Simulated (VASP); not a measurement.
# Which magnetic order does Pm take?, part 2 of 3

Is Pm a ferromagnet or an antiferromagnet at this level? The start is a computed cell from the Materials Project.

VASP 6.6.1, plane waves and PAW; the level of theory is named at each step.

Still holding for the runs below: The magnetic state follows from one typed start and may not be the lowest. The k-mesh is coarse for a metal. Without U or exact exchange the f electrons of Pm come out too delocalised, which can shrink the cell and pin f bands at the Fermi level.

So far. Step 2 (Magnetic order, start order fm, signs ++++): The largest moment at the end is 4.63 μB, and the moments of the cell sum to 21.34 μB.

## Step 3: Magnetic order, start order AFM 1, signs ++--

This step: PBE, spin-polarised, from moments of both signs; plane waves and PAW (Pm) (VASP 6.6.1).

Contents of INCAR:

```
SYSTEM = Pm
PREC = Accurate
ENCUT = 410
EDIFF = 1E-06
NELM = 150
ISMEAR = 0
SIGMA = 0.05
LREAL = .FALSE.
ALGO = Normal
GGA = PE
NBANDS = 48
ISPIN = 2
MAGMOM = 4 4 -4 -4
LASPH = .TRUE.
LMAXMIX = 6
AMIX = 0.2
BMIX = 1E-04
AMIX_MAG = 0.8
BMIX_MAG = 1E-04
LORBIT = 11
LWAVE = .FALSE.
LCHARG = .TRUE.
```

Contents of POSCAR:

```
Pm
1.0
    3.6761810624      0.0000000000      0.0000000000
   -1.8380905312      3.1836661890      0.0000000000
    0.0000000000      0.0000000000     11.7991114600
Pm
4
Direct
    0.6666666667      0.3333333333      0.7500000000
    0.0000000000      0.0000000000      0.5000000000
    0.3333333333      0.6666666667      0.2500000000
    0.0000000000      0.0000000000      0.0000000000
```

Contents of KPOINTS:

```
Automatic mesh
0
Gamma
6 6 2
0 0 0
```

PAW data sets: Pm (PBE family, release 64).

Started as:

```
$ mpirun -np 1 vasp_std
```

What it wrote:

```text
[... set-up lines as in an earlier step ...]
 entering main loop
       N       E                     dE             d eps       ncg     rms          rms(c)
DAV:   1     0.707973858876E+03    0.70797E+03   -0.19505E+04  2688   0.162E+03
DAV:   2     0.119417364940E+03   -0.58856E+03   -0.55943E+03  3312   0.346E+02
DAV:   3    -0.885590008288E+01   -0.12827E+03   -0.11898E+03  3616   0.184E+02
DAV:   4    -0.239961519341E+02   -0.15140E+02   -0.13197E+02  4992   0.711E+01
DAV:   5    -0.260260592331E+02   -0.20299E+01   -0.18614E+01  5184   0.257E+01    0.567E+01
DAV:   6    -0.406868220522E+02   -0.14661E+02   -0.47012E+01  4632   0.562E+01    0.691E+01
DAV:   7    -0.297388497296E+02    0.10948E+02   -0.49676E+01  4504   0.319E+01    0.235E+01
DAV:   8    -0.579928811293E+02   -0.28254E+02   -0.78366E+01  4672   0.953E+01    0.920E+01
DAV:   9    -0.323602986827E+02    0.25633E+02   -0.11686E+01  5232   0.332E+01    0.547E+01
DAV:  10    -0.339556995690E+02   -0.15954E+01   -0.28690E+01  5232   0.207E+01    0.667E+01
DAV:  11    -0.329655451914E+02    0.99015E+00   -0.55582E-01  4976   0.543E+00    0.602E+01
DAV:  12    -0.311714804050E+02    0.17941E+01   -0.32850E+00  4424   0.126E+01    0.400E+01
DAV:  13    -0.303169927695E+02    0.85449E+00   -0.27214E+00  5104   0.780E+00    0.142E+01
DAV:  14    -0.302814046896E+02    0.35588E-01   -0.37414E-01  5112   0.291E+00    0.787E+00
DAV:  15    -0.303472824467E+02   -0.65878E-01   -0.49070E-01  4824   0.280E+00    0.148E+01
DAV:  16    -0.303609328282E+02   -0.13650E-01   -0.24030E-01  4936   0.187E+00    0.141E+01
DAV:  17    -0.303111108092E+02    0.49822E-01   -0.29691E-02  3936   0.107E+00    0.136E+01
DAV:  18    -0.302745090114E+02    0.36602E-01   -0.21549E-01  4872   0.206E+00    0.194E+01
DAV:  19    -0.302186250752E+02    0.55884E-01   -0.10527E-01  4808   0.144E+00    0.150E+01
DAV:  20    -0.301877856225E+02    0.30839E-01   -0.23334E-01  4568   0.166E+00    0.192E+01
DAV:  21    -0.301188963388E+02    0.68889E-01   -0.41213E-01  4880   0.194E+00    0.136E+01
DAV:  22    -0.302861562936E+02   -0.16726E+00   -0.83485E-01  4384   0.287E+00    0.430E+00
DAV:  23    -0.303005565615E+02   -0.14400E-01   -0.39398E-02  4352   0.130E+00    0.427E+00
DAV:  24    -0.302264553274E+02    0.74101E-01   -0.90807E-02  4792   0.129E+00    0.733E+00
DAV:  25    -0.302487365473E+02   -0.22281E-01   -0.19367E-02  4648   0.662E-01    0.657E+00
DAV:  26    -0.302806432983E+02   -0.31907E-01   -0.78565E-02  4688   0.136E+00    0.410E+00
DAV:  27    -0.303209747500E+02   -0.40331E-01   -0.24563E-01  4520   0.240E+00    0.111E+01
DAV:  28    -0.304056789981E+02   -0.84704E-01   -0.40274E-02  4888   0.128E+00    0.130E+01
DAV:  29    -0.304158832029E+02   -0.10204E-01   -0.77658E-02  4656   0.215E+00    0.931E+00
DAV:  30    -0.304403128204E+02   -0.24430E-01   -0.95440E-02  4992   0.224E+00    0.515E+00
[...]
DAV:  42    -0.304459568154E+02    0.12367E-02   -0.15123E-02  4744   0.544E-01    0.531E-01
DAV:  43    -0.304468699522E+02   -0.91314E-03   -0.10405E-03  4096   0.201E-01    0.167E-01
DAV:  44    -0.304471227431E+02   -0.25279E-03   -0.59861E-04  5128   0.168E-01    0.104E-01
DAV:  45    -0.304472730023E+02   -0.15026E-03   -0.42922E-04  3968   0.124E-01    0.843E-02
DAV:  46    -0.304472873144E+02   -0.14312E-04   -0.28064E-04  4688   0.918E-02    0.783E-02
DAV:  47    -0.304473435984E+02   -0.56284E-04   -0.85610E-05  3992   0.526E-02    0.858E-02
DAV:  48    -0.304473483660E+02   -0.47676E-05   -0.19801E-05  3832   0.263E-02    0.103E-01
DAV:  49    -0.304473509500E+02   -0.25840E-05   -0.15400E-05  3264   0.221E-02    0.298E-02
DAV:  50    -0.304473497897E+02    0.11603E-05   -0.55677E-06  3256   0.209E-02    0.487E-02
DAV:  51    -0.304473508925E+02   -0.11028E-05   -0.33033E-05  3040   0.318E-02    0.668E-02
DAV:  52    -0.304473464878E+02    0.44047E-05   -0.29281E-06  2568   0.191E-02    0.492E-02
DAV:  53    -0.304473459462E+02    0.54165E-06   -0.32784E-06  2072   0.152E-02
   1 F= -.30447346E+02 E0= -.30410676E+02  d E =-.733393E-01  mag=     0.0000
```

Wall time 5 min (1 MPI rank of Intel Xeon 6975P-C (Granite Rapids), shared host); peak memory 0.3 GiB.

From OUTCAR (step 3):

```text
 Found     14 irreducible k-points:

   NELECT =      60.0000    total number of electrons

 E-fermi :   5.7995

 spin component 1
 k-point     1 :       0.0000    0.0000    0.0000
  band No.  band energies     occupation
    ...
     27       5.6601      0.99996
     28       5.6601      0.99996
     29       5.7536      0.90253
     30       5.7898      0.60784
     31       5.7898      0.60783
     32       5.8397      0.12762
     33       5.8482      0.08413
     34       5.8482      0.08412
     35       7.0607      0.00000
     36       7.2369      0.00000
    ...

 k-point     2 :       0.1667    0.0000    0.0000
  band No.  band energies     occupation
    ...
     28       5.6830      0.99951
     29       5.6915      0.99887
     30       5.7609      0.86211
     31       5.7899      0.60716
     32       5.7989      0.50674
     33       5.8543      0.06051
     34       5.8967      0.00298
     35       6.7157      0.00000
     36       6.8263      0.00000
     37       6.9340      0.00000
    ...

 k-point     3 :       0.3333    0.0000    0.0000
  band No.  band energies     occupation
    ...
     26       5.5428      1.00000
     27       5.6327      1.00000
     28       5.7115      0.99356
     29       5.7600      0.86760
     30       5.7604      0.86515
     31       5.8069      0.41643
     32       5.8735      0.01809
     33       5.8795      0.01182
     34       6.0298      0.00000
     35       6.2195      0.00000
    ...

 k-point     4 :       0.5000    0.0000    0.0000
  band No.  band energies     occupation
    ...
     25       5.4963      1.00000
     26       5.5273      1.00000
     27       5.6524      0.99998
     28       5.7057      0.99599
     29       5.7958      0.54096
     30       5.8123      0.35845
     31       5.8593      0.04539
     32       5.8907      0.00493
     33       5.9287      0.00013
     34       5.9999      0.00000
    ...

  Total       -0.2092061     -0.2092061      0.4393150      0.0000000     -0.0000000      0.0000000
  in kB       -2.4272312     -2.4272312      5.0969795      0.0000000     -0.0000000      0.0000000
  external PRESSURE =       0.0808390 kB  Pullay stress =       0.0000000 kB

 POSITION                                       TOTAL-FORCE (eV/Angst)
 -----------------------------------------------------------------------------------
      1.83809      1.06122      8.84933         0.000000     -0.000000     -0.131418
      0.00000      0.00000      5.89956         0.000000     -0.000000      0.131418
     -0.00000      2.12244      2.94978        -0.000000      0.000000     -0.131418
      0.00000      0.00000      0.00000         0.000000     -0.000000      0.131418
 -----------------------------------------------------------------------------------
    total drift:                                0.000000      0.000000      0.001091

  FREE ENERGIE OF THE ION-ELECTRON SYSTEM (eV)
  ---------------------------------------------------
  free  energy   TOTEN  =       -30.4473459462 eV

  energy  without entropy=      -30.3740066500  energy(sigma->0) =      -30.41067630

 total charge
# of ion       s       p       d       f       tot
--------------------------------------------------
    1        2.048   5.497   0.486   4.405  12.436
    2        2.048   5.496   0.494   4.384  12.422
    3        2.048   5.497   0.486   4.405  12.436
    4        2.048   5.496   0.494   4.384  12.422
--------------------------------------------------
tot          8.192  21.985   1.961  17.577  49.715

 magnetization (x)
# of ion       s       p       d       f       tot
--------------------------------------------------
    1       -0.003   0.026   0.204   4.388   4.615
    2       -0.003   0.025   0.215   4.364   4.601
    3        0.003  -0.026  -0.204  -4.388  -4.615
    4        0.003  -0.025  -0.215  -4.364  -4.601
--------------------------------------------------
tot          0.000   0.000   0.000   0.000   0.000

[... 9 parts as in an earlier step ...]

[... 4 further parts left out ...]
```

Numbers from this step:

* electronic cycles: 53
* free energy (TOTEN): -30.45 eV
* energy at zero smearing: -30.41 eV
* Fermi energy: 5.800 eV

Spin moment in the PAW sphere by atom:

```
atom  spin moment in the PAW sphere (μB)
 Pm1                                4.62
 Pm2                                4.60
 Pm3                               -4.62
 Pm4                               -4.60
```

Force by atom:

```csv
atom,x (eV/Å),y (eV/Å),z (eV/Å),size
Pm1,0.000,0.000,-0.131,0.131
Pm2,0.000,0.000,0.131,0.131
Pm3,0.000,0.000,-0.131,0.131
Pm4,0.000,0.000,0.131,0.131
```

Spin density in the ac plane at fractional y = 0.000, with atoms of Pm within 0.2 Å of it.

Values in e/Å³, 24 rows by 14 columns, each cell a mean:
```
-4.2 -3.0 -1.2 -0.2 -0.1  0.0  0.0  0.0  0.0  0.0 -0.1 -0.4 -1.6 -3.4
-0.4 -0.3 -0.2 -0.1  0.0  0.0  0.0  0.0  0.0  0.0  0.0 -0.1 -0.2 -0.4
 0.0  0.0  0.0  0.0  0.0  0.0  0.0  0.0  0.0  0.0  0.0  0.0  0.0  0.0
 0.0  0.0  0.0  0.0  0.0  0.0  0.0  0.0  0.0  0.0  0.0  0.0  0.0  0.0
 0.0  0.0  0.0  0.0  0.0  0.0  0.0  0.0  0.0  0.0  0.0  0.0  0.0  0.0
 0.0  0.0  0.0  0.0  0.0  0.1  0.1  0.1  0.1  0.1  0.0  0.0  0.0  0.0
 0.0  0.0  0.0  0.0  0.0  0.1  0.1  0.0  0.1  0.1  0.0  0.0  0.0  0.0
 0.0  0.0  0.0  0.0  0.0  0.0  0.0  0.0  0.0  0.0  0.0  0.0  0.0  0.0
 0.0  0.0  0.0  0.0  0.0  0.0  0.0  0.0  0.0  0.0  0.0  0.0  0.0  0.0
 0.1  0.1  0.1  0.0  0.0  0.0  0.0  0.0  0.0  0.0  0.0  0.0  0.1  0.1
 1.3  1.0  0.4  0.1  0.0  0.0  0.0  0.0  0.0  0.0  0.1  0.1  0.5  1.1
 6.2  4.4  1.9  0.4  0.1  0.0  0.0  0.0  0.0  0.1  0.1  0.7  2.5  5.0
 4.3  3.1  1.3  0.2  0.1  0.0  0.0  0.0  0.0  0.0  0.1  0.5  1.7  3.5
 0.3  0.3  0.2  0.1  0.0  0.0  0.0  0.0  0.0  0.0  0.0  0.1  0.2  0.3
 0.0  0.0  0.0  0.0  0.0  0.0  0.0  0.0  0.0  0.0  0.0  0.0  0.0  0.0
 0.0  0.0  0.0  0.0  0.0  0.0  0.0  0.0  0.0  0.0  0.0  0.0  0.0  0.0
 0.0  0.0  0.0  0.0  0.0  0.0  0.0  0.0  0.0  0.0  0.0  0.0  0.0  0.0
 0.0  0.0  0.0  0.0  0.0 -0.1 -0.1 -0.1 -0.1 -0.1  0.0  0.0  0.0  0.0
 0.0  0.0  0.0  0.0  0.0 -0.1 -0.1  0.0 -0.1 -0.1  0.0  0.0  0.0  0.0
 0.0  0.0  0.0  0.0  0.0  0.0  0.0  0.0  0.0  0.0  0.0  0.0  0.0  0.0
 0.0  0.0  0.0  0.0  0.0  0.0  0.0  0.0  0.0  0.0  0.0  0.0  0.0  0.0
-0.1 -0.1 -0.1  0.0  0.0  0.0  0.0  0.0  0.0  0.0  0.0  0.0 -0.1 -0.1
-1.4 -1.1 -0.4 -0.1  0.0  0.0  0.0  0.0  0.0  0.0 -0.1 -0.2 -0.6 -1.2
-6.1 -4.4 -1.9 -0.4 -0.1  0.0  0.0  0.0  0.0 -0.1 -0.1 -0.7 -2.5 -4.9
```
Columns run along a (3.7 Å), rows up along c (11.8 Å). Atoms in or near the plane, at fractional coordinates: Pm at (0.00, 0.50), Pm at (0.00, 0.00).

Valence density in the ac plane at fractional y = 0.000, with atoms of Pm within 0.2 Å of it. It is the smooth field of the valence electrons, not physical close to the nuclei.

Ten even steps from '_' (0.1 e/Å³) to '@' (6.0 e/Å³), each cell a mean:
```
%%##++::______________::++%%
::::..__________________..::
____________________________
____________________________
____________________________
____________________________
____________________________
____________________________
____________________________
____________________________
++==::..______________..--==
@@@@**::____________..--##@@
%%##++::______________::++%%
::::..__________________..::
____________________________
____________________________
____________________________
____________________________
____________________________
____________________________
____________________________
____________________________
++==::..______________..--==
@@@@**::____________..--##@@
```
Columns run along a (3.7 Å), rows up along c (11.8 Å). Atoms in or near the plane, at fractional coordinates: Pm at (0.00, 0.50), Pm at (0.00, 0.00).

The largest moment at the end is 4.62 μB, and the moments of the cell sum to 0.00 μB.

## Step 4: Magnetic order, start order AFM 2, signs +-+-

Changes to INCAR since step 3:

```diff
@@ -12,3 +12,3 @@
 ISPIN = 2
-MAGMOM = 4 4 -4 -4
+MAGMOM = 4 -4 4 -4
 LASPH = .TRUE.
@@ -21,2 +21,2 @@
 LWAVE = .FALSE.
-LCHARG = .TRUE.
+LCHARG = .FALSE.
```

POSCAR is that of step 3.

KPOINTS is that of step 3.

Started as:

```
$ mpirun -np 1 vasp_std
```

What it wrote:

```text
[... set-up lines as in an earlier step ...]
 entering main loop
       N       E                     dE             d eps       ncg     rms          rms(c)
DAV:   1     0.707989022983E+03    0.70799E+03   -0.19301E+04  2688   0.161E+03
DAV:   2     0.120678238055E+03   -0.58731E+03   -0.55705E+03  3304   0.346E+02
DAV:   3    -0.839952114084E+01   -0.12908E+03   -0.11978E+03  3640   0.184E+02
DAV:   4    -0.237614134186E+02   -0.15362E+02   -0.13225E+02  4944   0.705E+01
[...]
DAV:   8    -0.667803572813E+02   -0.36478E+02   -0.11634E+02  4512   0.406E+01    0.940E+01
DAV:   9    -0.305334426629E+02    0.36247E+02   -0.59496E+01  4648   0.439E+01    0.432E+01
DAV:  10    -0.345867776318E+02   -0.40533E+01   -0.11091E+01  5088   0.190E+01    0.775E+01
[... 130 further cycles ...]
DAV: 141    -0.297340711125E+02   -0.36490E-03   -0.36894E-05  2968   0.360E-02    0.267E-01
DAV: 142    -0.297342632832E+02   -0.19217E-03   -0.11861E-05  2696   0.227E-02    0.249E-01
DAV: 143    -0.297344774860E+02   -0.21420E-03   -0.44130E-06  2640   0.189E-02    0.247E-01
DAV: 144    -0.297344914972E+02   -0.14011E-04   -0.36828E-06  2560   0.174E-02    0.243E-01
[...]
DAV: 148    -0.297349297874E+02    0.44356E-04   -0.11413E-05  2584   0.137E-02    0.168E-01
DAV: 149    -0.297351197092E+02   -0.18992E-03   -0.14330E-05  2936   0.245E-02    0.184E-01
DAV: 150    -0.297351064568E+02    0.13252E-04   -0.50379E-06  1896   0.107E-02
 -----------------------------------------------------------------------------
|                                                                             |
|           W    W    AA    RRRRR   N    N  II  N    N   GGGG   !!!           |
|           W    W   A  A   R    R  NN   N  II  NN   N  G    G  !!!           |
|           W    W  A    A  R    R  N N  N  II  N N  N  G       !!!           |
|           W WW W  AAAAAA  RRRRR   N  N N  II  N  N N  G  GGG   !            |
|           WW  WW  A    A  R   R   N   NN  II  N   NN  G    G                |
|           W    W  A    A  R    R  N    N  II  N    N   GGGG   !!!           |
|                                                                             |
|     The electronic self-consistency was not achieved in the given           |
|     number of steps (NELM). The forces and other quantities evaluated       |
|     might not be reliable so examine the results carefully. If you find     |
|     spurious results, we suggest increasing NELM, if you were close to      |
|     convergence or switching to a different ALGO or adjusting the           |
|     density mixing parameters otherwise.                                    |
|                                                                             |
 -----------------------------------------------------------------------------

   1 F= -.29735106E+02 E0= -.29676346E+02  d E =-.117521E+00  mag=    -0.0221
```

The job ended after 13 min (1 MPI rank; peak memory 0.31 GiB).

Parts of OUTCAR (step 4):

```text
 spin component 1
 k-point     1 :       0.0000    0.0000    0.0000
  band No.  band energies     occupation
    ...
     24       5.6419      1.00000
     25       5.7166      0.99271
     26       5.7167      0.99267
     27       5.7375      0.96794
     28       5.7376      0.96780
     29       5.8062      0.46405
     30       5.8062      0.46366
     31       5.8314      0.21044
     32       5.8315      0.21016
     33       5.9941      0.00000
    ...

 k-point     2 :       0.1667    0.0000    0.0000
  band No.  band energies     occupation
    ...
     26       5.7172      0.99234
     27       5.7444      0.95116
     28       5.7635      0.86783
     29       5.7834      0.71047
     30       5.7989      0.54590
     31       5.8187      0.32835
     32       5.8295      0.22680
     33       5.8895      0.00719
     34       5.8965      0.00407
     35       6.4080      0.00000
    ...

  Total       -0.7071790     -0.7071790      2.2639217      0.0000000      0.0000000      0.0000000
  in kB       -8.2047665     -8.2047665     26.2662618      0.0000000      0.0000000      0.0000000
  external PRESSURE =       3.2855763 kB  Pullay stress =       0.0000000 kB

 POSITION                                       TOTAL-FORCE (eV/Angst)
 -----------------------------------------------------------------------------------
      1.83809      1.06122      8.84933         0.000000      0.000000      0.000000
      0.00000      0.00000      5.89956         0.000000     -0.000000      0.000000
     -0.00000      2.12244      2.94978        -0.000000     -0.000000     -0.000000
      0.00000      0.00000      0.00000         0.000000     -0.000000      0.000000
 -----------------------------------------------------------------------------------
    total drift:                               -0.000000      0.000000     -0.000000

  FREE ENERGIE OF THE ION-ELECTRON SYSTEM (eV)
  ---------------------------------------------------
  free  energy   TOTEN  =       -29.7351064568 eV

  energy  without entropy=      -29.6175857141  energy(sigma->0) =      -29.67634609

 magnetization (x)
# of ion       s       p       d       f       tot
--------------------------------------------------
    1       -0.005   0.012   0.133   4.405   4.545
    2        0.006  -0.013  -0.140  -4.379  -4.525
    3       -0.005   0.012   0.133   4.405   4.545
    4        0.006  -0.013  -0.140  -4.379  -4.525
--------------------------------------------------
tot          0.002  -0.002  -0.014   0.053   0.039

[... 9 parts as in an earlier step ...]

[... 15 further parts left out ...]
[key lines of the parts left out:]
E-fermi :   5.8030
```

The electronic loop did not meet EDIFF within NELM cycles, so this run is left out of the comparison.

## Step 5: Magnetic order, start order ferri 3, signs +++-

Changes to INCAR since step 4:

```diff
@@ -12,3 +12,3 @@
 ISPIN = 2
-MAGMOM = 4 -4 4 -4
+MAGMOM = 4 4 4 -4
 LASPH = .TRUE.
```

POSCAR is that of step 4.

KPOINTS is that of step 4.

Started as:

```
$ mpirun -np 1 vasp_std
```

What it wrote:

```text
[... set-up lines as in an earlier step ...]
 entering main loop
       N       E                     dE             d eps       ncg     rms          rms(c)
DAV:   1     0.708819572807E+03    0.70882E+03   -0.19653E+04  2688   0.163E+03
DAV:   2     0.119609572404E+03   -0.58921E+03   -0.55940E+03  3296   0.347E+02
DAV:   3    -0.857699914215E+01   -0.12819E+03   -0.11892E+03  3648   0.182E+02
DAV:   4    -0.238790427584E+02   -0.15302E+02   -0.13679E+02  5024   0.710E+01
[...]
DAV:  83    -0.305373951708E+02   -0.24252E-03   -0.10805E-04  4320   0.580E-02    0.422E-02
DAV:  84    -0.305374115416E+02   -0.16371E-04   -0.23153E-05  4320   0.258E-02    0.361E-02
DAV:  85    -0.305374105561E+02    0.98550E-06   -0.74336E-06  3168   0.150E-02
   1 F= -.30537411E+02 E0= -.30503194E+02  d E =-.684333E-01  mag=    10.2121
```

Wall time 7.4 min (1 MPI rank); peak memory 0.3 GiB.

[end of part 2 of 3]

[Lines on the potential files, build, host, timing and source positions are cut from VASP's logs without a mark.]

[Logs are printed without paths, hosts, clocks, repeated set-up lines and the standing remarks that a program may print on its own settings, such as how far it seeks lower states.]

[Hosts, paths, dates, database ids (printed as entryN), source tags and the programs' standing remarks are cut or masked in the printed files.]

[In band tables of VASP the shares of atoms and orbitals are scaled to a sum of 1 inside the atoms' spheres.]

[Runs that stopped without an error message from VASP are left out.]
